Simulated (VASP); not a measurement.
Level of theory: PBEsol GGA, VASP's PBE PAW potentials (set 64) (plane waves; VASP).

The input files of a VASP run:

**POSCAR**
```
GaP
1
   -0.0000000000     2.7195419921     2.7195419921
    2.7195419921     0.0000000000     2.7195419921
    2.7195419921     2.7195419921    -0.0000000000
Ga P
1 1
Direct
  0.0000000000   1.0000000000   0.0000000000
  0.2500000000   0.2500000000   0.2500000000
```

**KPOINTS**
```
Automatic mesh
0
G
 8 8 8
```

**INCAR**
```
ALGO=Normal
EDIFF=1E-6
EDIFFG=-0.02
ENCUT=500
GGA=PS
IBRION=2
ISIF=3
ISMEAR=0
LASPH=T
LCHARG=F
LMAXMIX=4
LREAL=F
LWAVE=F
NELM=100
NSW=40
PREC=Accurate
SIGMA=0.05
SYSTEM=GaP
```

POTCAR, in this order: Ga_d P (PBE.64 set). Program: vasp_std.

The resulting files:

OSZICAR:
```
       N       E                     dE             d eps       ncg     rms          rms(c)
DAV:   1     0.810806259669E+02    0.81081E+02   -0.90820E+03   770   0.198E+03
DAV:   2    -0.366800779502E+01   -0.84749E+02   -0.81559E+02   829   0.339E+02
DAV:   3    -0.100933528323E+02   -0.64253E+01   -0.63927E+01   929   0.782E+01
DAV:   4    -0.102056788408E+02   -0.11233E+00   -0.11224E+00   934   0.112E+01
DAV:   5    -0.102083282668E+02   -0.26494E-02   -0.26493E-02   925   0.151E+00    0.416E+00
DAV:   6    -0.996332568585E+01    0.24500E+00   -0.43806E-01  1185   0.141E+01    0.264E+00
DAV:   7    -0.992383945881E+01    0.39486E-01   -0.99681E-02  1040   0.272E+00    0.995E-01
DAV:   8    -0.992084338528E+01    0.29961E-02   -0.13062E-02   897   0.165E+00    0.155E-01
DAV:   9    -0.992098745632E+01   -0.14407E-03   -0.11359E-03  1096   0.594E-01    0.671E-02
DAV:  10    -0.992100740533E+01   -0.19949E-04   -0.67686E-05   874   0.809E-02    0.278E-02
DAV:  11    -0.992103393543E+01   -0.26530E-04   -0.28970E-05   874   0.654E-02    0.392E-03
DAV:  12    -0.992103383132E+01    0.10412E-06   -0.15108E-06   662   0.191E-02
   1 F= -.99210338E+01 E0= -.99210338E+01  d E =-.992103E+01
```

**OUTCAR**
```
------------------------ aborting loop because EDIFF is reached ----------------------------------------
  FORCE on cell =-STRESS in cart. coord.  units (eV):
  Direction    XX          YY          ZZ          XY          YZ          ZX
  --------------------------------------------------------------------------------------
  Total       -0.0267917     -0.0267917     -0.0267917      0.0000000      0.0000000     -0.0000000
  in kB       -1.0670730     -1.0670730     -1.0670730      0.0000000      0.0000000     -0.0000000
  external PRESSURE =      -1.0670730 kB  Pullay stress =       0.0000000 kB
  volume of cell :       40.23
      direct lattice vectors                 reciprocal lattice vectors
     0.000000000  2.719541992  2.719541992    -0.183854488  0.183854488  0.183854488
     2.719541992  0.000000000  2.719541992     0.183854488 -0.183854488  0.183854488
     2.719541992  2.719541992  0.000000000     0.183854488  0.183854488 -0.183854488
  FREE ENERGIE OF THE ION-ELECTRON SYSTEM (eV)
  ---------------------------------------------------
  free  energy   TOTEN  =        -9.9210338313 eV

  energy  without entropy=       -9.9210338313  energy(sigma->0) =       -9.92103383

 reached required accuracy - stopping structural energy minimisation
```
(Selected blocks of OUTCAR.)

The structure was generated: GaP was put into the zinc blende type (F-43m), which need not be its known phase. It was relaxed first, which changed the volume by +9 %.
